An exchange on the equilibrium volume of cubic CoSi, computed for a static lattice with sixteen density functionals and set beside a measurement at 300 K. The column "computed less measured" is the error in Å³ per atom, and percentages of error refer to the measured volume, 10.978 Å³/atom. The printed output of the analysis follows the text.

VASP plane-wave PAW density-functional calculations of cubic CoSi (P2_13, 8-atom cell), with the cell relaxed under each method for a static lattice. All runs use collinear spin with a ferromagnetic start and Fermi-Dirac smearing of 0.05 eV. The basis column gives the plane-wave cutoff, and the measured volume is 10.978 Å³/atom at 300 K.

```
     method  rung                            potentials   basis             k mesh  equilibrium volume (Å³/atom)  computed less measured (Å³/atom)
        LDA   LDA  VASP-PAW-LDA-potentials,-recommended  600 eV  6x6x6 8-atom-cell                        10.305                            -0.673
   BEEF-vdW   GGA  VASP-PAW-PBE-potentials,-recommended  600 eV  6x6x6 8-atom-cell                        10.867                            -0.111
    BLYP-D3   GGA  VASP-PAW-PBE-potentials,-recommended  600 eV  5x5x5 8-atom-cell                        10.742                            -0.236
BLYP-D3(BJ)   GGA  VASP-PAW-PBE-potentials,-recommended  600 eV  6x6x6 8-atom-cell                        10.511                            -0.467
    BLYP-D4   GGA  VASP-PAW-PBE-potentials,-recommended  600 eV  5x5x5 8-atom-cell                        10.656                            -0.322
        PBE   GGA      VASP-PAW-PBE-potentials,-minimal  580 eV  6x6x6 8-atom-cell                        10.864                            -0.114
 PBE-D3(BJ)   GGA  VASP-PAW-PBE-potentials,-recommended  600 eV  6x6x6 8-atom-cell                        10.506                            -0.472
     PBE-TS   GGA  VASP-PAW-PBE-potentials,-recommended  600 eV  6x6x6 8-atom-cell                        10.495                            -0.483
  PBE-rVV10   GGA  VASP-PAW-PBE-potentials,-recommended  600 eV  6x6x6 8-atom-cell                        10.795                            -0.183
     PBEsol   GGA  VASP-PAW-PBE-potentials,-recommended  600 eV  6x6x6 8-atom-cell                        10.549                            -0.429
  PBEsol-D3   GGA  VASP-PAW-PBE-potentials,-recommended  600 eV  6x6x6 8-atom-cell                        10.321                            -0.657
       PW91   GGA  VASP-PAW-PBE-potentials,-recommended  600 eV  6x6x6 8-atom-cell                        10.918                            -0.060
    RPBE-D3   GGA  VASP-PAW-PBE-potentials,-recommended  600 eV  6x6x6 8-atom-cell                        10.555                            -0.423
optB86b-vdW   GGA  VASP-PAW-PBE-potentials,-recommended  600 eV  6x6x6 8-atom-cell                        10.756                            -0.222
rev-vdW-DF2   GGA  VASP-PAW-PBE-potentials,-recommended  600 eV  6x6x6 8-atom-cell                        10.761                            -0.217
  revPBE-D3   GGA  VASP-PAW-PBE-potentials,-recommended  600 eV  6x6x6 8-atom-cell                        10.423                            -0.555
```

Q: I measure lattice constants. How far off are these calculations, and in which direction?

A: All sixteen volumes lie below the measured one, from −6.1 % for LDA to −0.55 % for PW91. The cell is cubic with 8 atoms, so its edge is a = (8V)^(1/3), and a small relative error in V appears in a at one third of its size. LDA gives 4.352 Å against the measured 4.445 Å.

That 2.1 % shortfall of the edge matters when CoSi is modelled as an epitaxial film. The misfit strain on a substrate is a difference of two lattice constants divided by one of them, so an error in the edge of the film enters it one to one unless the substrate errs alike. The edges in the table span 1.9 % of the measured one. A computed misfit of that size can come from the choice of functional alone.

Q: LDA, PBEsol and PBE contain no dispersion term. Why do they come in that order?

A: Start from the uniform electron gas, for which LDA is built to be right. At each point in space, PBE and PBEsol multiply the negative local exchange energy by a factor F that grows with the reduced gradient s of the density n:

s = |∇n| / (2 k_F n),  F(s) ≈ 1 + μs² for small s

Here k_F is the local Fermi wave number and μ a constant of the functional. When a crystal is compressed, the density between the ions rises and flattens, s falls there and the GGA moves towards LDA. The steep gradients close to the nuclei change little and largely cancel when two volumes are compared. In the opposite limit of separated atoms s is large in the density tails and the extra exchange lowers the energy most. The gradient term therefore rewards expansion and acts as an outward pressure that grows with μ, offset in part by the gradient term of correlation.

PBEsol takes roughly half the μ of PBE, so this argument puts it between the other two. The table agrees: PBEsol lies 0.244 Å³/atom above LDA and PBE 0.559 above, which places PBEsol 0.244/0.559 = 0.44 of the way. The order is what the numbers show, and the cause is standard theory. The fraction is soft, because LDA has potentials of its own and PBE ran at a slightly lower cutoff. PBE and PBEsol use the same Co and Si potentials, although the table gives their sets different labels.

Q: Dispersion is a real attraction. Does adding it improve the volume?

A: It shrinks the cell in each of the four pairs where the same functional appears with and without it, and the uncorrected volume was already below the measurement. D3(BJ) takes 0.358 Å³/atom off PBE and TS takes 0.369, while the nonlocal rVV10 term takes only 0.069. D3 takes 0.228 off PBEsol, which lands it next to LDA.

The PBE row uses the same Co and Si potentials as its corrected partners but a slightly lower cutoff, 580 against 600 eV. Those shifts therefore carry a cutoff offset that was not tested, which matters most for the small rVV10 shift. The comparison of PBE-D3(BJ) with PBE-rVV10 is free of it, since the settings are equal, and the pairwise row is smaller by 0.289 Å³/atom. The established reading is that a sum of atom-pair terms suits the limit of well-separated fragments, where a GGA gives almost no binding. CoSi is the other limit: the densities overlap, the GGA already describes most of the bond, and mobile electrons screen the fluctuating dipoles, which pair coefficients describe poorly. Each correction also has its own fitted short-range parameters, and the table can't separate their effect from that of screening.

Q: The runs report dispersion energies of more than half an electronvolt per atom. Can I predict the shrinkage from that number?

A: Only its order of magnitude, and two limits show why. If the pair terms were pure C6/r⁶, every distance r would scale as V^(1/3) and the dispersion energy per atom E as V⁻². The inward pressure is the slope of E(V), and the crystal yields to it through its bulk modulus B:

E ∝ −V⁻ⁿ,  P = n|E|/V,  ΔV = −VP/B = −n|E|/B,  with n = 2

No constant is adjusted to the table, so both rows used below are tests. B is set to 200 GPa as a rough assumed value. For PBE-D3(BJ) the run gives E = −0.510 eV/atom, and 1 eV/Å³ is 160 GPa:

B = 200/160 = 1.25 eV/Å³
ΔV = −2 × 0.510 / 1.25 = −0.82 Å³/atom

The shift found is −0.358 Å³/atom, so the estimate is 2.3 times too large. For TS it gives −1.08 and is 2.9 times too large. The sign and the order of magnitude are right, and the size is not.

The second limit is a fully damped term, a constant energy with n = 0, which leaves the volume alone however large E is. The seven Co–Si contacts are bond distances. In the starting cell, with its edge of 4.438 Å, the shortest is 2.283 Å. The relaxed cells of the two rows are smaller: at the PBE-D3(BJ) edge of 4.380 Å seven equal contacts would measure 2.344 Å, and the TS edge is only 0.001 Å shorter. There the damping function cuts or flattens each pair term, so an effective n below 2 is expected. The two limits are guides and no strict bounds: higher-order pair terms raise n, and a term switched off at short range can make it negative. Read backwards, the two rows give

n ≈ 2/2.3 ≈ 0.9 for D3(BJ),  n ≈ 2/2.9 ≈ 0.7 for TS

These values scale with the assumed B and ignore the stiffening under compression, so they only locate the rows between the two limits. One comparison is independent of B. TS has 1.32 times the energy of D3(BJ) and 1.03 times its shift. The volume answers to the slope of E(V), and the slope at bond distances depends on the damping and on how the pair coefficients change, with the density in TS and with the coordination of the atoms in D3.

Q: Then what happens if I keep the functional and change the correction, or the reverse?

A: The three BLYP rows show the first case. D4 gives 0.086 Å³/atom less than D3 on the same mesh. D3(BJ) gives 0.231 less than D3, across a change of mesh from 5x5x5 to 6x6x6 whose share is untested. Theory points the same way as that larger gap: zero damping switches the pair term off at short range and can even push close neighbours apart, while BJ damping lets it level off at a finite attraction. The form of the damping is not the whole story, since D4 uses the BJ form too and lies much closer to D3. D4 also lets the pair coefficients follow the atomic charges and, in its usual form, adds a three-body term.

The reverse case is less tidy. Both revPBE and RPBE strengthen F at large s relative to PBE, so the gradient argument makes them expand more. Yet revPBE-D3 lies 0.083 Å³/atom below PBE-D3(BJ), a pair that also differs in the damping, and RPBE-D3 lies 0.132 above revPBE-D3. A guess is that the parameters fitted for a more repulsive functional give a steeper correction that overcompensates in this dense crystal. The runs support a part of it: the dispersion energy is −0.65215 eV/atom in revPBE-D3 against −0.50977 in PBE-D3(BJ), so the correction is indeed larger. Its slope, which acts on the volume, is not reported, and the rest of the guess is untested.

Q: Cobalt is magnetic. Could some rows be larger because they kept a moment?

A: No, none of them kept one. All sixteen runs began from the same ferromagnetic start, with 2 μB on cobalt, and ended with zero total magnetization and zero moment on every site. For six rows the levels at Γ were compared as well: PBE-TS, PBE-rVV10, PBE-D3(BJ), rev-vdW-DF2, revPBE-D3 and PW91. They share one pattern, with a threefold level between 0.043 and 0.036 eV below the Fermi energy over a volume range of 4.7 %. That level is computed without spin-orbit coupling and lies within the smearing width, so it serves as a check of the state and no more.

The differences in volume between the rows therefore don't come from differences in magnetic state. One limit remains: a run keeps the state its start led to, and only a ferromagnetic start was tried. An antiferromagnetic state, which such a start can miss, is not excluded by these runs.

Q: PW91 has the smallest error. Is it the best functional for CoSi?

A: The table does not establish that, because the measured crystal holds thermal and zero-point expansion and the computed one holds neither. The fair target is the measured volume reduced by a fraction f, roughly up to 1 % as a recalled typical size. In the limit f = 0 PW91 is nearest, and at f = 0.5 % it is only about 0.005 Å³/atom below the target. At f = 1 % BEEF-vdW and PBE sit on the target and PW91 is 0.050 above it.

The change of order comes near f = 0.8 %, inside the plausible range. The rest of the ladder keeps its verdict. At f = 1 % thirteen rows remain more than 0.05 Å³/atom below the target, and LDA is still 5.2 % under it. If the expansion is no larger than that, the error left in those rows belongs to the method and its settings.

Q: Which digits should I trust when I rank two rows?

A: The relaxations stop at a small residual pressure p, which leaves the volume off its minimum by Vp/B. The largest among the six rows above belongs to rev-vdW-DF2:

Vp/B = 10.761 × 0.087 / 200 ≈ 0.005 Å³/atom

The third decimal is therefore noise of the relaxation, and two rows with opposite residuals can differ by about twice that amount. PBE and BEEF-vdW are 0.003 apart, and the pairs optB86b-vdW with rev-vdW-DF2 and PBE-D3(BJ) with BLYP-D3(BJ) are 0.005 apart, so none of them can be ranked. All four nonlocal rows lie above all eight pairwise rows, but the two groups meet within 0.014 Å³/atom, at BLYP-D3 with its coarser mesh.

The gap of 0.054 Å³/atom between PW91 and PBE exceeds that noise. Both rows use the same Co and Si potentials and the same mesh, so the functional is the likely main cause, but the cutoff also differs, 600 against 580 eV, and its share is untested. The cutoffs and meshes are usual working values and not converged limits, and the GGA rows use PBE potentials whatever their functional. Every difference therefore also holds errors of basis and potentials, which equal settings need not cancel in full. In practice, rank two neighbouring rows only if they share potentials, cutoff and mesh and differ by clearly more than twice the noise worked out above, and take the expansion off the measured volume before comparing errors of 1 % or less.

Printed output of the fit:

```
measured 300 K: V 10.978 A^3/atom, edge 4.445 A; table rounding 0.0005 A^3/atom
method, mesh, V (A^3/atom), error (A^3/atom), error %, edge (A), edge error %
LDA          6x6x6 10.305 -0.673 -6.13 4.352 -2.09
PBEsol-D3    6x6x6 10.321 -0.657 -5.98 4.354 -2.04
revPBE-D3    6x6x6 10.423 -0.555 -5.06 4.369 -1.71
PBE-TS       6x6x6 10.495 -0.483 -4.40 4.379 -1.49
PBE-D3(BJ)   6x6x6 10.506 -0.472 -4.30 4.380 -1.45
BLYP-D3(BJ)  6x6x6 10.511 -0.467 -4.25 4.381 -1.44
PBEsol       6x6x6 10.549 -0.429 -3.91 4.386 -1.32
RPBE-D3      6x6x6 10.555 -0.423 -3.85 4.387 -1.30
BLYP-D4      5x5x5 10.656 -0.322 -2.93 4.401 -0.99
BLYP-D3      5x5x5 10.742 -0.236 -2.15 4.413 -0.72
optB86b-vdW  6x6x6 10.756 -0.222 -2.02 4.415 -0.68
rev-vdW-DF2  6x6x6 10.761 -0.217 -1.98 4.416 -0.66
PBE-rVV10    6x6x6 10.795 -0.183 -1.67 4.420 -0.56
PBE          6x6x6 10.864 -0.114 -1.04 4.430 -0.35
BEEF-vdW     6x6x6 10.867 -0.111 -1.01 4.430 -0.34
PW91         6x6x6 10.918 -0.060 -0.55 4.437 -0.18
rows below measured 16 of 16; spread 0.613 A^3/atom = 5.6 %, edge 1.9 %
plain GGA: 3 rows, error -3.91 to -0.55 %, mean -1.83 %
pairwise dispersion: 8 rows, error -5.98 to -2.15 %, mean -4.12 %
nonlocal correlation: 4 rows, error -2.02 to -1.01 %, mean -1.67 %
smallest nonlocal less largest pairwise volume: +0.014 A^3/atom
volume differences, A^3/atom:
  PBE less LDA +0.559 (+5.42 %); PBEsol less LDA +0.244 (+2.37 %)
  PBE less PBEsol +0.315 (+2.99 %); PW91 less PBE +0.054 (+0.50 %)
  PBE-D3(BJ) less PBE -0.358 (-3.30 %); PBE-TS less PBE -0.369 (-3.40 %)
  PBE-rVV10 less PBE -0.069 (-0.64 %); PBEsol-D3 less PBEsol -0.228 (-2.16 %)
  BLYP-D4 less BLYP-D3 -0.086 (-0.80 %); BLYP-D3(BJ) less BLYP-D3 -0.231 (-2.15 %)
  RPBE-D3 less revPBE-D3 +0.132 (+1.27 %); revPBE-D3 less PBE-D3(BJ) -0.083 (-0.79 %)
  PBEsol-D3 less LDA +0.016 (+0.16 %); PBE-D3(BJ) less PBE-rVV10 -0.289 (-2.68 %)
  BEEF-vdW less PBE +0.003 (+0.03 %); rev-vdW-DF2 less optB86b-vdW +0.005 (+0.05 %)
  BLYP-D3(BJ) less PBE-D3(BJ) +0.005 (+0.05 %); PBE-D3(BJ) less PBE-TS +0.011 (+0.10 %)
shift ratios to rVV10: D3(BJ) 5.2, TS 5.3
PBE-D3(BJ): E_disp -0.510 eV/atom, estimate (B 200 GPa) -0.82, found -0.358 A^3/atom, ratio 2.3
PBE-TS: E_disp -0.673 eV/atom, estimate (B 200 GPa) -1.08, found -0.369 A^3/atom, ratio 2.9
TS over D3(BJ): energy ratio 1.32, shift ratio 1.03
six outputs match their rows within 0.0005 A^3/atom; largest residual pressure 0.087 GPa (rev-vdW-DF2) = 0.005 A^3/atom
threefold Gamma level -0.043 to -0.036 eV from Fermi energy over 4.7 % of volume
expansion 0.5 %: target 10.923; nearest PW91 -0.005, BEEF-vdW -0.056, PBE -0.059, PBE-rVV10 -0.128; over 0.05 below: 15 rows; LDA -5.7 %
expansion 1.0 %: target 10.868; nearest BEEF-vdW -0.001, PBE -0.004, PW91 +0.050, PBE-rVV10 -0.073; over 0.05 below: 13 rows; LDA -5.2 %
nearest row passes from PW91 to BEEF-vdW and PBE at expansion 0.78 %
seven equal Co-Si contacts in ideal B20 with start edge 4.438 A: 2.375 A
```
